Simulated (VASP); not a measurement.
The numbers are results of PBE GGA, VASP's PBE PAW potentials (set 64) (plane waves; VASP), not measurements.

A VASP calculation is set up with these files.

### INCAR
```
ALGO=Normal
EDIFF=1E-7
ENCUT=520
GGA=PE
ISIF=2
ISMEAR=-5
LASPH=T
LCHARG=T
LMAXMIX=6
LORBIT=11
LREAL=F
LWAVE=F
NEDOS=601
NELM=100
PREC=Accurate
SYSTEM=Lu
```

File POSCAR:
```
Lu
5.4846550
  0.3203197156  -0.5548100381   0.0000000000
  0.3203197156   0.5548100381   0.0000000000
  0.0000000000   0.0000000000   0.9999999627
Lu
2
Cart
  0.3203197156   0.1849370492   0.2499999907
  0.3203197156  -0.1849370492   0.7499999720
```

KPOINTS:
```
Automatic
0
gamma
13 13 8
```

POTCAR, in this order: Lu_3 (PBE.64 set). Program: vasp_std.

Question: Predict the energy per atom (σ→0), band gap (on the k-mesh).

Answer: 
| Property | Value |
|---|---|
| energy per atom (σ→0) | -4.454 eV/atom |
| band gap (on the k-mesh) | none (metal, semimetal or under 0.01 eV) |

### OSZICAR
```
...
DAV:   7    -0.890734684481E+01   -0.72338E-02   -0.64608E-02  4406   0.564E+00    0.392E-01
DAV:   8    -0.890724987255E+01    0.96972E-04   -0.44224E-03  4528   0.953E-01    0.136E-01
DAV:   9    -0.890725228571E+01   -0.24132E-05   -0.21035E-04  4709   0.239E-01    0.307E-02
DAV:  10    -0.890724802729E+01    0.42584E-05   -0.21892E-05  4653   0.742E-02    0.328E-02
DAV:  11    -0.890724856229E+01   -0.53500E-06   -0.15234E-06  4572   0.184E-02    0.203E-03
DAV:  12    -0.890724879709E+01   -0.23480E-06   -0.61095E-08  2645   0.635E-03    0.135E-03
DAV:  13    -0.890724878783E+01    0.92523E-08   -0.22114E-08  2420   0.901E-03
   1 F= -.89072488E+01 E0= -.89072488E+01  d E =0.000000E+00
```

The compound is Lu in the hcp structure. It was relaxed first.
